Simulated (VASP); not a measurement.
A convergence study with VASP on MoS2 (2H layered): one setting is varied, all else stays as given below, so the limit is that of these other settings.

```xyz
6
Lattice="1.5800 -2.7366 0.0000 1.5800 2.7366 0.0000 0.0000 0.0000 12.3000" Properties=species:S:1:pos:R:3 pbc="T T T"
Mo     1.5800     0.9122     3.0750
Mo     1.5800    -0.9122     9.2250
S      1.5800     0.9122    10.8117
S      1.5800    -0.9122     4.6617
S      1.5800    -0.9122     1.4883
S      1.5800     0.9122     7.6383
```

Level of theory: PBE GGA, VASP's PBE PAW potentials (set 64) (plane waves; VASP 6.6.1). The tightest run used: 550 eV cut-off, 17×17×4 Γ-centred mesh, tetrahedra with Blöchl corrections, potentials Mo_sv S.

```
setting     E (eV/atom)  pressure (GPa)  largest force (eV/Å)  irreducible k-points
----------  -----------  --------------  --------------------  --------------------
4×4×1 mesh      -7.2763            0.49                 0.504                     4
5×5×1 mesh      -7.2585            0.86                 0.454                     5
6×6×1 mesh      -7.2583            0.86                 0.458                     7
```

Task: These are the cheaper rows. Estimate the results at 17×17×4 mesh, and how far the last row shown lies from them.

Result: 
```csv
quantity,tightest run,last row shown is off by
E (eV/atom),-7.2636,0.0053
pressure (GPa),0.71,0.15
largest force (eV/Å),0.434,0.024
```

Left out are rungs that failed or repeat a setting and relaxations that didn't move; long series are thinned to 24 rows.

The compound is MoS2 in the 2H layered structure. The cell was not relaxed at this level, forces remain on its atoms.
